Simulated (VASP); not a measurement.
These are PBE GGA, VASP's PBE PAW potentials (set 64) (plane waves; VASP) values and carry that method's errors.

VASP input:

KPOINTS:
```
Automatic mesh
0
Gamma
13 13 13
0 0 0
```

File POSCAR:
```
GaSb
1
    0.0000000000     3.1110000000     3.1110000000
    3.1110000000     0.0000000000     3.1110000000
    3.1110000000     3.1110000000     0.0000000000
Ga Sb
1 1
Direct
  0.0000000000   0.0000000000   0.0000000000
  0.2500000000   0.2500000000   0.2500000000
```

INCAR:
```
SYSTEM = GaSb
PREC = Accurate
ENCUT = 400
EDIFF = 1E-6
NELM = 100
ALGO = Normal
LREAL = .FALSE.
LASPH = .TRUE.
ISMEAR = 0
SIGMA = 0.05
GGA = PE
LMAXMIX = 4
LWAVE = .FALSE.
LCHARG = .FALSE.
ISIF = 2
```

POTCAR, in this order: Ga_d Sb (PBE.64 set). Program: vasp_std.

Output of the run:

**OSZICAR**
```
       N       E                     dE             d eps       ncg     rms          rms(c)
DAV:   1     0.709480892623E+02    0.70948E+02   -0.78350E+03  2192   0.146E+03
DAV:   2    -0.238198516076E+01   -0.73330E+02   -0.71270E+02  2389   0.273E+02
DAV:   3    -0.733430374631E+01   -0.49523E+01   -0.49228E+01  2734   0.670E+01
DAV:   4    -0.741703611196E+01   -0.82732E-01   -0.82709E-01  2516   0.981E+00
DAV:   5    -0.741929751753E+01   -0.22614E-02   -0.22614E-02  2927   0.139E+00    0.299E+00
DAV:   6    -0.738093571521E+01    0.38362E-01   -0.70748E-02  2966   0.458E+00    0.179E+00
DAV:   7    -0.737072012648E+01    0.10216E-01   -0.38681E-02  2534   0.181E+00    0.339E-01
DAV:   8    -0.737162851022E+01   -0.90838E-03   -0.46734E-03  2685   0.933E-01    0.677E-02
DAV:   9    -0.737209748384E+01   -0.46897E-03   -0.67723E-04  2415   0.238E-01    0.325E-02
DAV:  10    -0.737215804233E+01   -0.60558E-04   -0.69961E-05  2579   0.545E-02    0.102E-02
DAV:  11    -0.737217374991E+01   -0.15708E-04   -0.26496E-05  2359   0.444E-02    0.375E-03
DAV:  12    -0.737217497807E+01   -0.12282E-05   -0.18257E-06  2445   0.985E-03    0.143E-03
DAV:  13    -0.737217473849E+01    0.23958E-06   -0.86263E-08  1182   0.284E-03
   1 F= -.73721747E+01 E0= -.73721563E+01  d E =-.368543E-04
```

OUTCAR:
```
------------------------ aborting loop because EDIFF is reached ----------------------------------------
  FORCE on cell =-STRESS in cart. coord.  units (eV):
  Direction    XX          YY          ZZ          XY          YZ          ZX
  --------------------------------------------------------------------------------------
  Total       -0.0959481     -0.0959481     -0.0959481      0.0000000      0.0000000      0.0000000
  in kB       -2.5528005     -2.5528005     -2.5528005      0.0000000      0.0000000      0.0000000
  external PRESSURE =      -2.5528005 kB  Pullay stress =       0.0000000 kB
  volume of cell :       60.22
      direct lattice vectors                 reciprocal lattice vectors
     0.000000000  3.111000000  3.111000000    -0.160720026  0.160720026  0.160720026
     3.111000000  0.000000000  3.111000000     0.160720026 -0.160720026  0.160720026
     3.111000000  3.111000000  0.000000000     0.160720026  0.160720026 -0.160720026
  FREE ENERGIE OF THE ION-ELECTRON SYSTEM (eV)
  ---------------------------------------------------
  free  energy   TOTEN  =        -7.3721747385 eV

  energy  without entropy=       -7.3721378842  energy(sigma->0) =       -7.37215631
```
(Selected blocks of OUTCAR.)

The compound is GaSb in the zinc blende structure. The cell was not relaxed at this level. The run is one of a series of settings (KPOINTS 13×13×13 Γ-centred mesh against the base run), some of them coarse on purpose.
